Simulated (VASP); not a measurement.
All values below come from PBE GGA with D4 dispersion, VASP's PBE PAW potentials (set 64) (plane waves; VASP).

A VASP calculation is set up with these files.

KPOINTS:
```
Automatic mesh
0
Gamma
8 8 12
0 0 0
```

**INCAR**
```
ALGO  =  Normal
EDIFF  =  1E-7
ENCUT  =  520
GGA  =  PE
ISIF  =  2
ISMEAR  =  -5
ISPIN  =  2
IVDW  =  13
LASPH  =  .TRUE.
LCHARG  =  .TRUE.
LEFG  =  .TRUE.
LMAXMIX  =  4
LORBIT  =  11
LREAL  =  .FALSE.
LWAVE  =  .FALSE.
MAGMOM  =  2.5 -2.5 -0.0 2*0.0 -0.0
NEDOS  =  601
NELM  =  100
PREC  =  Accurate
SYSTEM  =  MnO2
```

**POSCAR**
```
MnO2
8.796850
  0.5000000046   0.0000000000   0.0000000000
  0.0000000000   0.5000000046   0.0000000000
  0.0000000000   0.0000000000   0.3257745252
Mn O
2 4
Cartesian
  0.0000000000   0.0000000000   0.0000000000
  0.2500000023   0.2500000023   0.1628872626
  0.1520438238   0.1520438238   0.0000000000
  0.4020438261   0.0979561785   0.1628872626
  0.0979561785   0.4020438261   0.1628872626
  0.3479561808   0.3479561808   0.0000000000
```

POTCAR, in this order: Mn_pv O (PBE.64 set). Program: vasp_std.

The resulting files:

File OSZICAR:
```
       N       E                     dE             d eps       ncg     rms          rms(c)
DAV:   1     0.650483915253E+03    0.65048E+03   -0.28677E+04 12888   0.202E+03
DAV:   2     0.204933932402E+02   -0.62999E+03   -0.59522E+03 13490   0.571E+02
DAV:   3    -0.606946957195E+02   -0.81188E+02   -0.79227E+02 15962   0.192E+02
DAV:   4    -0.639656879982E+02   -0.32710E+01   -0.31834E+01 14600   0.339E+01
DAV:   5    -0.640223613116E+02   -0.56673E-01   -0.56640E-01 13186   0.525E+00    0.443E+01
DAV:   6    -0.594544052604E+02    0.45680E+01   -0.17542E+02 15990   0.121E+02    0.557E+01
DAV:   7    -0.503589172783E+02    0.90955E+01   -0.13588E+02 16352   0.124E+02    0.202E+01
DAV:   8    -0.482758543067E+02    0.20831E+01   -0.90266E+00 13542   0.294E+01    0.813E+00
DAV:   9    -0.478956437239E+02    0.38021E+00   -0.20062E+00 17010   0.144E+01    0.312E+00
DAV:  10    -0.479106527586E+02   -0.15009E-01   -0.19957E-01 13432   0.368E+00    0.170E+00
DAV:  11    -0.479059984100E+02    0.46543E-02   -0.26909E-02 13616   0.189E+00    0.425E-01
DAV:  12    -0.479061636285E+02   -0.16522E-03   -0.36087E-03 14396   0.725E-01    0.217E-01
DAV:  13    -0.479060523203E+02    0.11131E-03   -0.33448E-04 16134   0.193E-01    0.863E-02
DAV:  14    -0.479060036613E+02    0.48659E-04   -0.76481E-05 14372   0.110E-01    0.301E-02
DAV:  15    -0.479059720939E+02    0.31567E-04   -0.67958E-05 14798   0.101E-01    0.207E-02
DAV:  16    -0.479059791911E+02   -0.70972E-05   -0.13110E-05 13790   0.496E-02    0.729E-03
DAV:  17    -0.479059823246E+02   -0.31335E-05   -0.15029E-06 16870   0.134E-02    0.221E-03
DAV:  18    -0.479059819790E+02    0.34556E-06   -0.28730E-07 10146   0.429E-03    0.138E-03
DAV:  19    -0.479059815139E+02    0.46513E-06   -0.15211E-08  6420   0.175E-03    0.463E-04
DAV:  20    -0.479059813248E+02    0.18912E-06   -0.13919E-08  6390   0.886E-04    0.187E-04
DAV:  21    -0.479059814146E+02   -0.89860E-07   -0.19605E-09  6372   0.394E-04
   1 F= -.49228263E+02 E0= -.49228263E+02  d E =0.000000E+00  mag=     0.0000
```

### OUTCAR
```
------------------------ aborting loop because EDIFF is reached ----------------------------------------
  Edisp (eV):   -1.32228
  FORCE on cell =-STRESS in cart. coord.  units (eV):
  Direction    XX          YY          ZZ          XY          YZ          ZX
  --------------------------------------------------------------------------------------
  Total       0.06605     0.06605     0.04675     0.00000     0.00000     0.00000
  in kB       1.90885     1.90885     1.35097     0.00000     0.00000     0.00000
  external pressure =        1.72 kB  Pullay stress =        0.00 kB
  volume of cell :       55.44
      direct lattice vectors                 reciprocal lattice vectors
     4.398425040  0.000000000  0.000000000     0.227354108  0.000000000  0.000000000
     0.000000000  4.398425040  0.000000000     0.000000000  0.227354108  0.000000000
     0.000000000  0.000000000  2.865789632     0.000000000  0.000000000  0.348943966
 POSITION                                       TOTAL-FORCE (eV/Angst)
 -----------------------------------------------------------------------------------
      0.00000      0.00000      0.00000         0.000000     -0.000000      0.000000
      2.19921      2.19921      1.43289         0.000000     -0.000000      0.000000
      1.33751      1.33751      0.00000        -0.010276     -0.010276     -0.000000
      3.53672      0.86171      1.43289        -0.010276      0.010276      0.000000
      0.86171      3.53672      1.43289         0.010276     -0.010276     -0.000000
      3.06092      3.06092      0.00000         0.010276      0.010276      0.000000
 -----------------------------------------------------------------------------------
    total drift:                                0.000000      0.000000      0.000000
  FREE ENERGIE OF THE ION-ELECTRON SYSTEM (eV)
  ---------------------------------------------------
  free  energy   TOTEN  =       -49.2282629335 eV

  energy  without entropy=      -49.2282629335  energy(sigma->0) =      -49.22826293

 total charge

# of ion       s       p       d       tot
------------------------------------------
    1        0.354   6.468   4.917  11.739
    2        0.354   6.468   4.917  11.739
    3        1.569   3.460   0.000   5.030
    4        1.569   3.460   0.000   5.030
    5        1.569   3.460   0.000   5.030
    6        1.569   3.460   0.000   5.030
--------------------------------------------------
tot          6.985  26.777   9.835  43.597

 magnetization (x)

# of ion       s       p       d       tot
------------------------------------------
    1        0.013   0.021   2.471   2.504
    2       -0.013  -0.021  -2.471  -2.504
    3       -0.001  -0.047   0.000  -0.048
    4        0.001   0.047   0.000   0.048
    5        0.001   0.047   0.000   0.048
    6       -0.001  -0.047   0.000  -0.048
--------------------------------------------------
tot          0.000   0.000  -0.000  -0.000

 Electric field gradients after diagonalization (V/A^2)
 (convention: |V_zz| > |V_xx| > |V_yy|)
----------------------------------------------------------------------
 ion       V_xx      V_yy      V_zz     asymmetry (V_yy - V_xx)/ V_zz
----------------------------------------------------------------------
   1      -5.472    -4.750    10.222       0.071
   2      -5.472    -4.750    10.222       0.071
   3      63.700    28.047   -91.747       0.389
   4      63.700    28.047   -91.747       0.389
   5      63.700    28.047   -91.747       0.389
   6      63.700    28.047   -91.747       0.389
```
(Selected blocks of OUTCAR.)

For a metal the tetrahedron method with Blöchl corrections gives inexact stress and forces.

The compound is MnO2 in the rutile structure. It was relaxed first.
